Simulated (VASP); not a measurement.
Consider the following.

Space group Fm-3m (No. 225); a = b = c = 3.9486 Å, α = β = γ = 90.00°

```tsv
atom	site	symmetry	x	y	z
Pt	4a	m-3m	0.0000	0.0000	0.0000
```
(The calculation used a cell of 1 atom; values per cell refer to that cell.)

These are optB86b-vdW, VASP's PBE PAW potentials (set 64) (plane waves; VASP) values and carry that method's errors. Numerical set-up: 520 eV cut-off, 16×16×16 Γ-centred mesh, first-order Methfessel-Paxton smearing of 0.10 eV, potentials Pt.

Problem. Give the energy at these volumes per atom, relative to the lowest: 14.46, 14.92, 15.38, 15.84, 16.30 Å³.

Solution. 54.0, 12.9, 0.0, 10.4, 40.1 meV/atom. A third-order Birch-Murnaghan fit gives B0 = 268 GPa and B0′ = 5.5.

Measured: bulk modulus 289 GPa at 0 K (computed value off by -7.3 %), as given by H. Levämäki et al., Physical Review B (2014), arXiv:1402.3671 [corrected for temperature and zero-point phonon effects]; a 3.913 Å at 0 K (computed value off by +0.9 %), as given by Daniel Mejia-Rodriguez et al., Physical Review B (2018), arXiv:1807.09216 [static lattice: zero-point anharmonic expansion removed].

The compound is Pt in the fcc structure. It was relaxed first.
